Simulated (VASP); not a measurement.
Here is the system:

```xyz
3
Lattice="0.0000 3.1057 3.1057 3.1057 0.0000 3.1057 3.1057 3.1057 0.0000" Properties=species:S:1:pos:R:3 pbc="T T T"
Mg     1.5529     1.5529     1.5529
Mg     4.6586     4.6586     4.6586
Si     0.0000     0.0000     0.0000
```

Calculation: optB88-vdW, VASP's PBE PAW potentials (set 64) (plane waves; VASP). Numerical set-up: 520 eV cut-off, 6×6×6 Γ-centred mesh, Gaussian smearing of 0.050 eV, potentials Mg Si.

Q: What does the run give for the energy per atom (σ→0), pressure, band gap (on the k-mesh) with the smallest direct gap where there is one?

A: 
```yaml
band gap (on the k-mesh): 0.25 eV
smallest direct gap (on the k-mesh): 2.25 eV
energy per atom (σ→0): -1.540 eV/atom
pressure: 3.86 GPa
```

The compound is Mg2Si in the antifluorite structure. This cell is one point of a volume scan, at 0.94 of the reference volume.
